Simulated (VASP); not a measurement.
A convergence study with VASP on Ta (bcc): a few settings are varied, all else stays as given below, so the limit is that of these other settings. The cell's lengths are 1 % over those of the tabulated start, so it is off equilibrium.

```yaml
crystal:
  lattice:
    - [-1.66650, 1.66650, 1.66650]
    - [1.66650, -1.66650, 1.66650]
    - [1.66650, 1.66650, -1.66650]
  atoms:
    - { symbol: Ta, position: [0.00000, 0.00000, 0.00000] }
```

Level of theory: PBEsol GGA, VASP's PBE PAW potentials (set 64) (plane waves; VASP). The last row used: LREAL = Auto, 600 eV cut-off, 13×13×13 Γ-centred mesh, first-order Methfessel-Paxton smearing of 0.10 eV, potentials Ta_pv.

Unless said otherwise, spin-orbit coupling is left out, though it shifts the bands of the heavy elements here.

```tsv
setting	E (eV/atom)	pressure (GPa)	plane waves
ENCUT = 300, LREAL = .FALSE., PREC = Normal	-12.5256	-8.74	236
ENCUT = 400, LREAL = .FALSE., PREC = Normal	-12.5279	-8.24	358
ENCUT = 500, LREAL = .FALSE., PREC = Normal	-12.5281	-8.20	479
ENCUT = 600, LREAL = .FALSE., PREC = Normal	-12.5283	-8.17	632
ENCUT = 500, LREAL = .FALSE., PREC = Accurate	-12.5281	-8.20	479
ENCUT = 600, LREAL = .FALSE., PREC = Accurate	-12.5283	-8.17	632
ENCUT = 300, LREAL = Auto, PREC = Normal	-12.5259	-8.71	236
ENCUT = 400, LREAL = Auto, PREC = Normal	-12.5275	-8.16	358
ENCUT = 500, LREAL = Auto, PREC = Normal	?	?	479
ENCUT = 600, LREAL = Auto, PREC = Normal	?	?	632
ENCUT = 300, LREAL = Auto, PREC = Accurate	-12.5262	-8.73	236
ENCUT = 400, LREAL = Auto, PREC = Accurate	-12.5281	-8.26	358
ENCUT = 500, LREAL = Auto, PREC = Accurate	-12.5285	-8.18	479
ENCUT = 600, LREAL = Auto, PREC = Accurate	-12.5287	-8.18	632
```

Q: What belongs in the gaps?

A: 
- ENCUT = 500, LREAL = Auto, PREC = Normal, E (eV/atom): -12.5284
- ENCUT = 500, LREAL = Auto, PREC = Normal, pressure (GPa): -8.25
- ENCUT = 600, LREAL = Auto, PREC = Normal, E (eV/atom): -12.5286
- ENCUT = 600, LREAL = Auto, PREC = Normal, pressure (GPa): -8.21

Left out are rungs that failed or repeat a setting and relaxations that didn't move; long series are thinned to 24 rows.

The compound is Ta in the bcc structure. The cell was not relaxed at this level.
